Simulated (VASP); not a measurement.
Computed with TPSS meta-GGA, VASP's PBE PAW potentials (set 64) (plane waves; VASP 6.6.1).

VASP input:

File KPOINTS:
```
Automatic mesh
0
Gamma
8 8 8
0 0 0
```

**INCAR**
```
ALGO=Normal
EDIFF=1E-7
ENCUT=520
ISIF=2
ISMEAR=0
LASPH=.TRUE.
LCHARG=.FALSE.
LMAXMIX=4
LMIXTAU=.TRUE.
LREAL=.FALSE.
LWAVE=.FALSE.
METAGGA=TPSS
NELM=100
PREC=Accurate
SIGMA=0.05
SYSTEM=InP
```

### POSCAR
```
InP
1.0
  0.0000000000   3.0310247486   3.0310247486
  3.0310247486   0.0000000000   3.0310247486
  3.0310247486   3.0310247486   0.0000000000
In P
1 1
direct
  0.0000000000   0.0000000000   0.0000000000
  0.2500000000   0.2500000000   0.2500000000
```

POTCAR, in this order: In_d P (PBE.64 set). Program: vasp_std.

The resulting files:

**OUTCAR**
```
 ion  position               nearest neighbor table
   1  0.000  0.000  0.000-   2 2.62   2 2.62   2 2.62   2 2.62
   2  0.250  0.250  0.250-   1 2.62   1 2.62   1 2.62   1 2.62
  LATTYP: Found a face centered cubic cell.
 ALAT       =     6.0620494972
 Subroutine PRICEL returns:
 Original cell was already a primitive cell.
 Subroutine GETGRP returns: Found 24 space group operations
The static configuration has the point symmetry T_d .
The dynamic configuration has the point symmetry T_d .
 Subroutine INISYM returns: Found 24 space group operations
 Subroutine IBZKPT returns following result:
 Found     29 irreducible k-points:

 Following reciprocal coordinates:
            Coordinates               Weight
  0.000000  0.000000  0.000000      1.000000
  0.125000  0.000000  0.000000      8.000000
  0.250000  0.000000  0.000000      8.000000
  0.375000  0.000000  0.000000      8.000000
  0.500000  0.000000  0.000000      4.000000
  0.125000  0.125000  0.000000      6.000000
  0.250000  0.125000  0.000000     24.000000
  0.375000  0.125000  0.000000     24.000000
  0.500000  0.125000  0.000000     24.000000
 -0.375000  0.125000  0.000000     24.000000
 -0.250000  0.125000  0.000000     24.000000
 -0.125000  0.125000  0.000000     12.000000
  0.250000  0.250000  0.000000      6.000000
  0.375000  0.250000  0.000000     24.000000
  0.500000  0.250000  0.000000     24.000000
 -0.375000  0.250000  0.000000     24.000000
 -0.250000  0.250000  0.000000     12.000000
  0.375000  0.375000  0.000000      6.000000
  0.500000  0.375000  0.000000     24.000000
 -0.375000  0.375000  0.000000     12.000000
  0.500000  0.500000  0.000000      3.000000
  0.375000  0.250000  0.125000     24.000000
  0.500000  0.250000  0.125000     48.000000
 -0.375000  0.250000  0.125000     24.000000
...
```

File OSZICAR:
```
       N       E                     dE             d eps       ncg     rms          rms(c)
DAV:   1    -0.215325942585E+07   -0.21533E+07   -0.20713E+07  1044   0.887E+04
DAV:   2    -0.232345067250E+07   -0.17019E+06   -0.17013E+06   764   0.459E+05
DAV:   3    -0.232465973913E+07   -0.12091E+04   -0.12083E+04   970   0.407E+04
DAV:   4    -0.232468273430E+07   -0.22995E+02   -0.22974E+02  1112   0.460E+03
DAV:   5    -0.232472555128E+07   -0.42817E+02   -0.42800E+02  1111   0.865E+02    0.168E+02
DAV:   6    -0.645812435827E+02    0.23247E+07   -0.22648E+04   809   0.519E+02    0.678E+01
DAV:   7    -0.449177158587E+02    0.19664E+02   -0.46953E+00   779   0.239E+01    0.462E+01
DAV:   8    -0.296691048092E+02    0.15249E+02   -0.35958E+00   998   0.170E+01    0.306E+01
DAV:   9    -0.253454804502E+02    0.43236E+01   -0.10298E+00   892   0.948E+00    0.203E+01
DAV:  10    -0.249073035998E+02    0.43818E+00   -0.29986E-02   981   0.164E+00    0.193E+01
DAV:  11    -0.250145598155E+02   -0.10726E+00   -0.25907E-03   885   0.478E-01    0.195E+01
DAV:  12    -0.211435398548E+02    0.38710E+01   -0.22511E+00   799   0.994E+00    0.330E+00
DAV:  13    -0.212677844791E+02   -0.12424E+00   -0.13761E-01   959   0.296E+00    0.227E+00
DAV:  14    -0.212452119433E+02    0.22573E-01   -0.48474E-02   769   0.211E+00    0.390E+00
DAV:  15    -0.211485428290E+02    0.96669E-01   -0.71546E-02   754   0.260E+00    0.172E+00
DAV:  16    -0.212024392361E+02   -0.53896E-01   -0.46891E-02   754   0.185E+00    0.609E-01
DAV:  17    -0.212393230065E+02   -0.36884E-01   -0.20509E-02   754   0.129E+00    0.224E-01
DAV:  18    -0.212404741589E+02   -0.11512E-02   -0.30425E-03   764   0.481E-01    0.427E-01
DAV:  19    -0.212498205132E+02   -0.93464E-02   -0.32060E-03   754   0.441E-01    0.148E-01
DAV:  20    -0.212448214972E+02    0.49990E-02   -0.82826E-04   754   0.315E-01    0.120E-01
DAV:  21    -0.212421646117E+02    0.26569E-02   -0.61264E-04   754   0.316E-01    0.631E-02
DAV:  22    -0.212382054885E+02    0.39591E-02   -0.99916E-04   754   0.313E-01    0.573E-02
DAV:  23    -0.212401394423E+02   -0.19340E-02   -0.36561E-04   754   0.214E-01    0.460E-02
DAV:  24    -0.212398755191E+02    0.26392E-03   -0.31898E-05   794   0.547E-02    0.388E-02
DAV:  25    -0.212399754369E+02   -0.99918E-04   -0.15190E-04   754   0.139E-01    0.253E-02
DAV:  26    -0.212407602891E+02   -0.78485E-03   -0.35934E-04   754   0.181E-01    0.122E-02
DAV:  27    -0.212409676253E+02   -0.20734E-03   -0.13589E-04   754   0.114E-01    0.170E-02
DAV:  28    -0.212412525481E+02   -0.28492E-03   -0.14522E-03   754   0.327E-01    0.928E-03
DAV:  29    -0.212411925685E+02    0.59980E-04   -0.59819E-05   759   0.708E-02    0.639E-03
DAV:  30    -0.212415160334E+02   -0.32346E-03   -0.18188E-04   754   0.123E-01    0.398E-03
DAV:  31    -0.212414750275E+02    0.41006E-04   -0.21905E-06   889   0.166E-02    0.394E-03
DAV:  32    -0.212415835777E+02   -0.10855E-03   -0.22634E-05   754   0.502E-02    0.198E-03
DAV:  33    -0.212415834837E+02    0.94025E-07   -0.38430E-06   754   0.181E-02    0.744E-04
DAV:  34    -0.212415838996E+02   -0.41599E-06   -0.38708E-07   891   0.505E-03    0.470E-04
DAV:  35    -0.212415840903E+02   -0.19069E-06   -0.91951E-07   769   0.811E-03    0.353E-04
DAV:  36    -0.212415843205E+02   -0.23019E-06   -0.12609E-07   726   0.426E-03    0.121E-04
DAV:  37    -0.212415843335E+02   -0.12949E-07   -0.80342E-09   537   0.117E-03
   1 F= -.21241584E+02 E0= -.21241584E+02  d E =-.284436E-07
```

**OUTCAR**
```
------------------------ aborting loop because EDIFF is reached ----------------------------------------
  FORCE on cell =-STRESS in cart. coord.  units (eV):
  Direction    XX          YY          ZZ          XY          YZ          ZX
  --------------------------------------------------------------------------------------
  Total       -1.0742575     -1.0742575     -1.0742575      0.0000000      0.0000000      0.0000000
  in kB      -30.9044166    -30.9044166    -30.9044166      0.0000000      0.0000000      0.0000000
  external PRESSURE =     -30.9044166 kB  Pullay stress =       0.0000000 kB
  volume of cell :       55.69
      direct lattice vectors                 reciprocal lattice vectors
     0.000000000  3.031024749  3.031024749    -0.164960712  0.164960712  0.164960712
     3.031024749  0.000000000  3.031024749     0.164960712 -0.164960712  0.164960712
     3.031024749  3.031024749  0.000000000     0.164960712  0.164960712 -0.164960712
  FREE ENERGIE OF THE ION-ELECTRON SYSTEM (eV)
  ---------------------------------------------------
  free  energy   TOTEN  =       -21.2415843335 eV

  energy  without entropy=      -21.2415843050  energy(sigma->0) =      -21.24158432
```
(Selected blocks of OUTCAR.)

The compound is InP in the zinc blende structure. This cell is one point of a volume scan, at 1.06 of the reference volume.
